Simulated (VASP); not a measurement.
## Ga4BiAs3 (space group P-43m): computed properties

Computed with r2SCAN meta-GGA, VASP's PBE PAW potentials (set 64) (plane waves; VASP).

For Ga4BiAs3, the space group is P-43m (215) and the cell comes out as a = b = c = 5.833 Å, α = β = γ = 90.00°. The volume per atom is 24.81 Å³/atom and the band gap (over mesh and band path) is none (metal, semimetal or under 0.01 eV). The density comes out as 5.96 g/cm³.

Space group P-43m (No. 215); a = b = c = 5.833 Å, α = β = γ = 90.00°

```csv
atom,site,symmetry,x,y,z
Ga,4e,.3m,0.2614,0.2614,0.2614
Bi,1a,-43m,0.0000,0.0000,0.0000
As,3c,-42.m,0.0000,0.5000,0.5000
```

Unless said otherwise, spin-orbit coupling is left out, though it shifts the bands of the heavy elements here.

The structure comes from a computed database's Ga4BiAs3 entry (P-43m); how it stands against other phases isn't given here. It was relaxed first, which changed the volume by -5 %. Symmetry was kept, so distortions that lower it aren't found.
